**Question**

A diamond crystal is computed at six fixed volumes, with density-functional theory. In the table, volume is the space per atom, shortest distance is the length of the carbon–carbon bond, and pressure is positive when the crystal pushes outwards. The pressure of the most compressed cell is withheld.

VASP 6.6.1 calculations with the PBE functional and PAW potentials, without spin polarisation or a dispersion correction, for the two-atom cell of diamond at fixed volumes. All runs use a plane-wave cutoff of 350 eV, a 14 × 14 × 14 k-point mesh and Gaussian smearing of 0.02 eV. Pressure is positive in compression.

| volume (Å³/atom) | shortest distance (Å) | pressure (GPa) |
| --- | --- | --- |
| 5.066 | 1.487 | ? |
| 5.233 | 1.504 | 32.73 |
| 5.400 | 1.519 | 15.18 |
| 5.567 | 1.535 | -0.08 |
| 5.734 | 1.550 | -13.35 |
| 5.901 | 1.565 | -24.99 |

(a) Predict the withheld pressure, with an error range, and explain why the pressure changes as it does.

(b) The cell at 5.567 Å³ per atom has almost no printed pressure, yet its energy is -18.21285 eV per two-atom cell, against -18.21786 eV at 5.734 Å³. Is it at equilibrium, and does your answer affect the prediction?

**Model answer to (a)**

The volumes are evenly spaced, so the steps in pressure can be compared directly. Going from the stretched cells to the squeezed ones, the steps are 11.64, 13.27, 15.26 and 17.55 GPa. Each further squeeze costs more than the one before. Merely repeating the last step would give about 50 GPa, and the answer should lie above that.

The growing steps have a standard explanation. Squeezing confines the valence electrons, which raises their kinetic energy, and it pushes electron clouds together that the Pauli principle keeps apart. The attraction between electrons and nuclei also strengthens, but less steeply. Repulsion therefore gains on attraction as the bonds shorten, and the crystal becomes stiffer.

The calculation gives a supporting sign. Between 5.734 and 5.233 Å³ the valence band, the energy range of the bonding electrons, widens by 5.8%. Kinetic energy that scales as volume to the power -2/3 would grow by 6.3%. The likeness fits the explanation, but it does not divide the pressure into separate contributions.

This scaling suggests a useful measure of compression, the Eulerian strain f = [(Vr/V)^(2/3) - 1]/2. Here V is the volume and Vr is that of the 5.567 Å³ cell. Expand the energy in f up to f³ and take the pressure as minus its slope with volume:

P = (1 + 2f)^(5/2) × (a + b f + c f²)

This is the third-order Birch–Murnaghan form. Its three constants were fitted to the five known pressures, so the withheld row played no part. The fit gives a = -0.07, b = 1424 and c = -891.5, all in GPa.

For the withheld cell, Vr/V = 5.567/5.066, which gives f = 0.03244. The bracket is then -0.07 + 46.2 - 0.94 = 45.2 GPa. The factor in front is 1.170, so the pressure is 1.170 × 45.2, or about 53 GPa.

How far can this be trusted one step beyond the data? As a rehearsal, the same form was fitted to the four looser cells and asked for the pressure at 5.233 Å³. It gave 32.65 GPa, against a computed 32.73 GPa. A simpler form without the c term puts the withheld value nearer 54 GPa.

The prediction is **about 53 GPa, with a range of 52 to 54 GPa**. The range is a judgement, not a statistical interval. It covers the simpler form and small irregularities that arise because the set of plane waves changes with volume. It also assumes that the squeezed cell is still the insulating diamond found in the five known rows.

**Model answer to (b)**

The cell is not at equilibrium. The energy is lower at the larger volume, so the crystal would lower its energy by expanding. It must really be under compression, even though the printed pressure is close to zero.

Pressure can also be obtained from the energies, as minus their slope with volume. Around the three middle known volumes, this route gives values 9.0 to 9.3 GPa above the printed ones. The estimated energy minimum is at 5.68 Å³ per atom, not 5.567 Å³.

The likely cause is Pulay stress. The program works out the pressure as if the set of plane waves stayed fixed while the cell changed size. With an incomplete set, squeezing then seems to improve the description of the electrons, and the pressure comes out too low. The cutoff of 350 eV is below the recommended value for the standard carbon dataset, which fits this reading, though no run with a higher cutoff is available to test it.

The prediction survives because the shift is nearly constant where it can be tested. It moves the whole curve down and hardly changes the steps. The 53 GPa is therefore a forecast of the printed pressure, not of the physical one.

**The computed value**

The withheld rows as computed:

| volume (Å³/atom) | shortest distance (Å) | pressure (GPa) |
| --- | --- | --- |
| 5.066 | 1.487 | 52.86 |

The computed pressure is 52.86 GPa, inside the range. The model's own value was 52.89 GPa, a miss of 0.03 GPa, smaller than the one in the rehearsal. The stated range was cautious. The simpler form gave 53.66 GPa, which is also inside it, so the range alone would not have told the two forms apart.

**Remarks on the reasoning**

Repeating the last step, which gives 50.28 GPa, treats diamond as a spring of constant stiffness and falls short by 2.6 GPa. The bulk modulus, the pressure needed per fractional loss of volume, rises from about 428 GPa at 5.734 Å³ to about 530 GPa at 5.400 Å³. That is a gain of roughly 3.6 GPa in stiffness for each GPa of pressure. Part of the growth in the steps is plain arithmetic, because an equal step is a larger fraction of a smaller volume, but most of it comes from this stiffening.

The same reasoning carries over to silicon, which has the same structure but longer and weaker bonds. It is therefore much softer, and an equal percentage of compression costs far less pressure. As long as silicon keeps this structure, equal steps in volume should still cost more and more, for the same reason as in diamond. A first guess for such a solid needs its unstressed volume, its bulk modulus and the rule of thumb that stiffness grows by a few GPa per GPa.

For practical use, differences in pressure between these cells are much more reliable than the absolute values. The energy of the withheld cell, -18.00129 eV, shows that the shift persists under compression: between 5.400 and 5.066 Å³ the pressure from the energies lies on average 9.2 GPa above the printed one. Corrected for this shift, the pressure at the smallest volume is nearer 53 + 9 = 62 GPa. Someone choosing the unstressed size of the crystal should take the minimum of the energy, not the volume where the printed pressure vanishes. A higher cutoff would be expected to bring the two together.

The successful forecast shows that the curve continues smoothly for one more step. It does not prove the electronic explanation, since any cause of a smooth, stiffening curve would pass the same test. The output below gives the fits and the comparison with the energies.

Numerical output:

```
fit of pressure on 5 rows: coefficient of w -0.07246 +/- 0.016, coefficient of wf 1424 +/- 0.75, coefficient of wff -891.5 +/- 61; rms 0.0144, worst 5.734 -0.0255, leave-one-out rms 0.0544
  rows outside the fit (model, value, miss): 5.066 52.89, 52.86, 0.0255
fit of pressure on 5 rows: coefficient of w -0.2489 +/- 0.088, coefficient of wf 1421 +/- 6.1; rms 0.151, worst 5.901 0.199, leave-one-out rms 0.317
  rows outside the fit (model, value, miss): 5.066 53.66, 52.86, 0.8
fit of pressure on 4 rows (vol > 5.3): coefficient of w -0.06495 +/- 0.018, coefficient of wf 1423 +/- 1.5, coefficient of wff -994.2 +/- 127; rms 0.0118, worst 5.734 -0.0166, leave-one-out rms 0.081
  rows outside the fit (model, value, miss): 5.066 52.72, 52.86, -0.138; 5.233 32.65, 32.73, -0.0763
Pressure drop from 5.233 to 5.400 (GPa): 17.55
Pressure drop from 5.400 to 5.567 (GPa): 15.26
Pressure drop from 5.567 to 5.734 (GPa): 13.27
Pressure drop from 5.734 to 5.901 (GPa): 11.64
Pressure at 5.066 if the last step is merely repeated (GPa): 50.28
Model step from 5.233 to 5.066 (GPa): 20.16
Bulk modulus from neighbouring rows at 5.400 (GPa): 530.5
Bulk modulus from neighbouring rows at 5.734 (GPa): 427.6
Rise of bulk modulus per GPa of pressure: 3.604
Energy-slope pressure less printed pressure around 5.400 (GPa): 9.176
Energy-slope pressure less printed pressure around 5.567 (GPa): 9.294
Energy-slope pressure less printed pressure around 5.734 (GPa): 8.953
Volume of the energy minimum, estimated with the mean offset (cubic angstrom per atom): 5.681
Widening of the valence band from 5.734 to 5.233 (percent): 5.827
Growth of volume to the power -2/3 over the same rows (percent): 6.285
```
